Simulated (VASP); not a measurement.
**ZnO (zincite): single point with r2SCAN**

**Experimental background.**

From “Electronic structure of alkaline earth and post-transition metal oxides”, 2009, arxiv:0908.1581, for a bulk crystal of ZnO: band gap 3.37 eV.

ZnO (zincite):

```
Zn O
1.0
     3.26724    0.00000    0.00000
    -1.63362    2.82951    0.00000
     0.00000    0.00000    5.26296
Zn O
2 2
Direct
  0.33333 0.66667 0.49969
  0.66667 0.33333 0.99969
  0.66667 0.33333 0.37932
  0.33333 0.66667 0.87932
```

* Program: VASP 6.6.1
* Task: single point
* Functional: r2SCAN
* Potentials or basis: VASP PAW PBE potentials, release 64 (Zn, O)
* Cutoff: 520 eV
* k mesh: 9 × 9 × 6
* Occupations: gaussian, width 0.02 eV
* Spin: no spin polarisation
* Dipole correction: no
* Further INCAR settings: ALGO = Normal; EDIFF = 1e-06; NBANDS = 26

* Pressure: -3.3 GPa
* Largest force: 0.017 eV/Å
* Band gap on the k mesh: 1.19 eV, direct

Forces on the atoms (eV/Å):
```
Zn   0.000  0.000 -0.017
Zn   0.000  0.000 -0.017
O    0.000  0.000  0.017
O    0.000  0.000  0.017
```

Stress tensor (GPa, compression positive):
```
-3.30  0.00  0.00
 0.00 -3.30  0.00
 0.00  0.00 -3.21
```

Levels at points of the mesh, in eV from the valence-band top:
| k point | band 14 | band 15 | band 16 | band 17 | band 18 | band 19 | band 20 | band 21 | band 22 | band 23 |
| --- | --- | --- | --- | --- | --- | --- | --- | --- | --- | --- |
| (0.00, 0.00, 0.00) | -0.78 | -0.78 | -0.08 | 0.00 | 0.00 | 1.19 | 5.76 | 8.72 | 13.57 | 13.57 |
| (0.00, 0.00, 0.50) | -2.22 | -0.39 | -0.39 | -0.39 | -0.39 | 3.86 | 3.86 | 10.70 | 10.70 | 13.87 |

Run time: 81 s on 1 thread of Intel(R) Xeon(R) 6975P-C (Granite Rapids), with other jobs on the host, peak memory 0.19 GiB.

Measured gap of ZnO: 3.37 eV (quoted in “Electronic structure of alkaline earth and post-transition metal oxides”, 2009, arxiv:0908.1581). This calculation gives 1.19 eV (-2.18 eV). So large a miss can be the level of theory's own, or it may mean another phase, state or a wrong row. The value is that of r2SCAN, without temperature or zero-point motion.

Caveat: the PAW data sets were made with another functional, which shifts forces and pressure a little.
